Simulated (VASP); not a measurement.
OSZICAR of a VASP run on HfB2 (AlB2 type):

**OSZICAR**
```
       N       E                     dE             d eps       ncg     rms          rms(c)
DAV:   1     0.240369197942E+02    0.24037E+02   -0.82930E+03  1920   0.126E+03
DAV:   2    -0.274134302952E+02   -0.51450E+02   -0.48102E+02  2364   0.230E+02
DAV:   3    -0.290617824805E+02   -0.16484E+01   -0.16196E+01  2536   0.316E+01
DAV:   4    -0.290759681409E+02   -0.14186E-01   -0.14179E-01  2320   0.316E+00
DAV:   5    -0.290761344994E+02   -0.16636E-03   -0.16633E-03  2500   0.285E-01    0.584E+01
DAV:   6    -0.127869415866E+02    0.16289E+02   -0.49559E+00  2320   0.257E+01    0.344E+01
DAV:   7    -0.118671655900E+02    0.91978E+00   -0.27789E+00  2476   0.150E+01    0.313E+00
DAV:   8    -0.118586063166E+02    0.85593E-02   -0.24578E+00  2104   0.189E+01    0.131E+01
DAV:   9    -0.125224568939E+02   -0.66385E+00   -0.20232E-01  2180   0.654E+00    0.163E+01
DAV:  10    -0.128914203027E+02   -0.36896E+00   -0.86025E-01  2052   0.101E+01    0.285E+00
DAV:  11    -0.130276965378E+02   -0.13628E+00   -0.75366E-02  2132   0.372E+00    0.115E+00
DAV:  12    -0.130276054166E+02    0.91121E-04   -0.27612E-03  2416   0.541E-01    0.919E-01
DAV:  13    -0.130279627667E+02   -0.35735E-03   -0.28400E-03  2100   0.624E-01    0.442E-01
DAV:  14    -0.130289690238E+02   -0.10063E-02   -0.23388E-03  2224   0.597E-01    0.267E-01
DAV:  15    -0.130290853732E+02   -0.11635E-03   -0.86705E-05  2256   0.106E-01    0.202E-01
DAV:  16    -0.130291481580E+02   -0.62785E-04   -0.61298E-05  2168   0.999E-02    0.202E-02
DAV:  17    -0.130291868649E+02   -0.38707E-04   -0.16557E-05  2276   0.530E-02    0.654E-02
DAV:  18    -0.130291808775E+02    0.59874E-05   -0.87130E-07  2276   0.119E-02    0.647E-02
DAV:  19    -0.130291841141E+02   -0.32366E-05   -0.34472E-06  2072   0.225E-02    0.256E-02
DAV:  20    -0.130291729571E+02    0.11157E-04   -0.15539E-06  2076   0.183E-02    0.123E-02
DAV:  21    -0.130291756800E+02   -0.27229E-05   -0.10540E-07  1496   0.476E-03    0.101E-02
DAV:  22    -0.130291728006E+02    0.28794E-05   -0.11681E-07  1804   0.365E-03    0.667E-04
DAV:  23    -0.130291731711E+02   -0.37048E-06   -0.20389E-08  1084   0.149E-03    0.118E-03
DAV:  24    -0.130291727368E+02    0.43432E-06   -0.36650E-09  1060   0.824E-04    0.110E-03
DAV:  25    -0.130291727970E+02   -0.60202E-07   -0.17939E-09  1056   0.575E-04
   1 F= -.13029173E+02 E0= -.13029185E+02  d E =-.130292E+02
       N       E                     dE             d eps       ncg     rms          rms(c)
DAV:   1    -0.130300087633E+02   -0.83603E-03   -0.47836E-02  2024   0.192E+00    0.246E-01
DAV:   2    -0.130295754660E+02    0.43330E-03   -0.60525E-04  2376   0.234E-01    0.108E-01
DAV:   3    -0.130296004763E+02   -0.25010E-04   -0.37652E-04  2188   0.210E-01    0.405E-02
DAV:   4    -0.130295562751E+02    0.44201E-04   -0.11062E-04  2376   0.110E-01    0.194E-02
DAV:   5    -0.130295989926E+02   -0.42717E-04   -0.52959E-05  2064   0.852E-02    0.166E-02
DAV:   6    -0.130295979391E+02    0.10535E-05   -0.54327E-06  2140   0.292E-02    0.507E-03
DAV:   7    -0.130296002396E+02   -0.23005E-05   -0.31975E-06  2108   0.228E-02    0.256E-03
DAV:   8    -0.130296000408E+02    0.19873E-06   -0.72756E-07  2192   0.113E-02    0.895E-04
DAV:   9    -0.130296004210E+02   -0.38020E-06   -0.63750E-08  1168   0.335E-03    0.248E-04
DAV:  10    -0.130296001214E+02    0.29967E-06   -0.55125E-09  1048   0.767E-04    0.300E-04
DAV:  11    -0.130296003699E+02   -0.24856E-06   -0.34262E-09  1040   0.737E-04    0.136E-04
DAV:  12    -0.130296003298E+02    0.40176E-07   -0.83481E-10  1012   0.380E-04
   2 F= -.13029600E+02 E0= -.13029591E+02  d E =-.427533E-03
```

Problem. Which electronic solver shows in the log?

Solution. It is blocked Davidson (ALGO = Normal, or the opening steps of other solvers). The INCAR had ALGO = Normal.

Problem. Can the final energy be trusted as converged?

Solution. Self-consistency was reached. It stopped with EDIFF = 1E-7, NELM = 100, NSW = 30 and EDIFFG = -0.01 after 2 ionic steps (MS2 meta-GGA, plane waves, VASP's PBE PAW potentials (set 64)).

The compound is HfB2 in the AlB2 type structure. This cell is one point of a volume scan, at 1.06 of the reference volume. Symmetry was kept, so distortions that lower it aren't found.
